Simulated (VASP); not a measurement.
All values below come from LDA (Ceperley-Alder, Perdew-Zunger), VASP's LDA PAW potentials (set 64) (plane waves; VASP 6.6.1).

VASP ran on this input.

**INCAR**
```
LREAL = F   # projection in real space or not
EDIFF = 1E-7   # SCF stop (eV)
CSHIFT = 0.1
SIGMA = 0.01
PREC = Accurate
SYSTEM = PbTe
NBANDS = 42
LMAXMIX = 4   # l cut-off of mixed one-centre charges
LASPH = T   # aspherical one-centre terms
NELM = 100   # most electronic steps
ENCUT = 400   # plane-wave cut-off (eV)
LWAVE = F
ALGO = Normal   # blocked Davidson
LOPTICS = T
ISMEAR = 0
NEDOS = 1001   # DOS grid
LCHARG = F
```

### KPOINTS
```
Automatic mesh
0
Gamma
16 16 16
0 0 0
```

POSCAR:
```
PbTe
1
    0.0000000000     3.1915908012     3.1915908012
    3.1915908012     0.0000000000     3.1915908012
    3.1915908012     3.1915908012     0.0000000000
Te Pb
1 1
Direct
  0.5000000000   0.5000000000   0.5000000000
  0.0000000000   0.0000000000   0.0000000000
```

POTCAR, in this order: Te Pb_d (LDA.64 set). Program: vasp_std.

The dielectric response may not be converged in the k-mesh; for small gaps it tends to come out too large. Unless said otherwise, spin-orbit coupling is left out, though it shifts the bands of the heavy elements here.

Question: Predict the energy per atom (σ→0), band gap (on the k-mesh).

Answer: 
| Quantity | Value |
|---|---|
| energy per atom (σ→0) | -4.388 eV/atom |
| band gap (on the k-mesh) | 0.56 eV |

### OSZICAR
```
...
DAV:   7    -0.877552605926E+01    0.85693E-02   -0.30307E-02 18280   0.460E-01    0.881E-01
DAV:   8    -0.877498683959E+01    0.53922E-03   -0.28370E-03 16744   0.259E-01    0.757E-02
DAV:   9    -0.877499532657E+01   -0.84870E-05   -0.16761E-04 17134   0.402E-02    0.405E-02
DAV:  10    -0.877500021707E+01   -0.48905E-05   -0.12639E-05 17892   0.172E-02    0.278E-02
DAV:  11    -0.877500015284E+01    0.64227E-07   -0.29595E-06 19124   0.534E-03    0.732E-03
DAV:  12    -0.877500015452E+01   -0.16742E-08   -0.26110E-07 14636   0.203E-03
   1 F= -.87750002E+01 E0= -.87750002E+01  d E =-.498878E-12
 imaginary and real dielectric function
```

The compound is PbTe in the rock salt structure. It was relaxed first.
